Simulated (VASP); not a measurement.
An input for Quantum ESPRESSO's pw.x (written as the equivalent of a VASP run, and not itself run):

```
&CONTROL
  calculation = 'vc-relax'
  pseudo_dir = './pseudo'
  outdir = './out'
  tprnfor = .true.
  tstress = .true.
  nstep = 60
  forc_conv_thr = 0.00078
/
&SYSTEM
  ibrav = 0
  nat = 4
  ntyp = 2
  ecutwfc = 98
  occupations = 'smearing'
  smearing = 'methfessel-paxton'
  degauss = 0.00735
  input_dft = 'pbe'
  vdw_corr = 'grimme-d3'
  dftd3_version = 4
  dftd3_threebody = .false.
/
&ELECTRONS
  conv_thr = 7.3e-08
  electron_maxstep = 100
/
&IONS
/
&CELL
/
ATOMIC_SPECIES
  Si 28.085 Si.upf
  Ni 58.693 Ni.upf
CELL_PARAMETERS angstrom
     3.4665629   -0.0000000   -0.0000000
    -0.0000000    3.4665629    0.0000000
    -0.0000000    0.0000000    3.4665629
ATOMIC_POSITIONS crystal
  Si   0.0000000  0.0000000  0.0000000
  Ni   0.0000000  0.5000000  0.5000000
  Ni   0.5000000  0.0000000  0.5000000
  Ni   0.5000000  0.5000000  0.0000000
K_POINTS automatic
  8 8 8 0 0 0
```

**Question.** Translate this input to VASP (INCAR, KPOINTS, POSCAR, choice of POTCAR).

**Answer.** One answer among several that fit: 
**POSCAR**
```
Ni3Si
1
    3.4665628982    -0.0000000000    -0.0000000000
   -0.0000000000     3.4665628982     0.0000000000
   -0.0000000000     0.0000000000     3.4665628982
Si Ni
1 3
Direct
  0.0000000000   0.0000000000   0.0000000000
  0.0000000000   0.5000000000   0.5000000000
  0.5000000000   0.0000000000   0.5000000000
  0.5000000000   0.5000000000   0.0000000000
```

### INCAR
```
SYSTEM=Ni3Si
PREC=Accurate; ENCUT=520; LREAL=F
LASPH=T
EDIFF=1E-6; NELM=100; ALGO=Normal
LMAXMIX=4
ISMEAR=1; SIGMA=0.1
GGA=PE; IVDW=12
IBRION=2; NSW=60; ISIF=3
EDIFFG=-0.02
LWAVE=F; LCHARG=F
```

File KPOINTS:
```
Automatic mesh
0
Gamma
8 8 8
0 0 0
```

POTCAR, in this order: Si Ni (PBE.64 set). Program: vasp_std.

The two are equivalent in intent, not identical: the potentials are each code's own (VASP's PAW set, PseudoDojo norm-conserving files in pw.x), so ENCUT and ecutwfc are chosen apart and not converted; conv_thr bounds pw.x's estimated SCF error, while EDIFF bounds the energy change between steps; forc_conv_thr acts on force components and is met together with etot_conv_thr.

The compound is Ni3Si in the L1_2 structure. It was relaxed first. The start is the result of an earlier pass.
